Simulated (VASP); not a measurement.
Given:

```
FeB
1.0
    1.30604    -3.62566     0.00000
    1.30604     3.62566     0.00000
    0.00000     0.00000     3.12692
Fe B
2 2
Cartesian
  1.30604  -2.61190   2.34519
  1.30604   2.61190   0.78173
  1.30604  -0.55042   2.34519
  1.30604   0.55042   0.78173
```

These are LDA (Ceperley-Alder, Perdew-Zunger), VASP's LDA PAW potentials (set 64) (plane waves; VASP) values and carry that method's errors. Run with 520 eV cut-off, Gaussian smearing of 0.050 eV, potentials Fe B.

Problem. Estimate the band gap (along the path) with the smallest direct gap where there is one.

Solution. 
The band gap (along the path) is none (metal, semimetal or under 0.01 eV).

The structure comes from a computed database's FeB entry (Cmcm); how it stands against other phases isn't given here. It was relaxed first, which changed the volume by -8 %. The run is not spin-polarised, so no magnetic state was tried.
